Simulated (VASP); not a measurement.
Level of theory: PBEsol GGA, VASP's PBE PAW potentials (set 64) (plane waves; VASP 6.6.1).

A VASP calculation is set up with these files.

File KPOINTS:
```
Regular mesh
0
G
8 8 8
0 0 0
```

**POSCAR**
```
Sb
3.8061350
  0.5684420022   0.3281901456   1.0000000000
 -0.5684420022   0.3281901456   1.0000000000
  0.0000000000  -0.6563802913   1.0000000000
Sb
2
Direct
  0.2682600000   0.2682600000   0.2682600000
  0.7317400000   0.7317400000   0.7317400000
```

INCAR:
```
! general
SYSTEM   =  Sb
PREC     =  Accurate
ENCUT    =  300
LREAL    =  .False.
LASPH    =  .True.

! electronic loop
EDIFF    =  1E-6
NELM     =  100
ALGO     =  Normal
LMAXMIX  =  4

! smearing
ISMEAR   =  -1
SIGMA    =  0.136

! functional
GGA      =  PS

! ions
ISIF     =  2

! output
LWAVE    =  .False.
LCHARG   =  .False.
```

POTCAR, in this order: Sb (PBE.64 set). Program: vasp_std.

Problem. What will the output report for the number of irreducible k-points (NKPTS), largest plane-wave count, number of space-group operations, FFT grid (NGX, NGY, NGZ)?

Solution. 
| Quantity | Value |
|---|---|
| number of irreducible k-points (NKPTS) | 65 |
| largest plane-wave count | 748 |
| number of space-group operations | 12 |
| FFT grid (NGX, NGY, NGZ) | 28 × 28 × 28 |

The structure comes from a computed database's Sb entry; how it stands against other phases isn't given here. The cell was not relaxed at this level. The run is one of a series of settings (GGA = PS against the base run), some of them coarse on purpose.
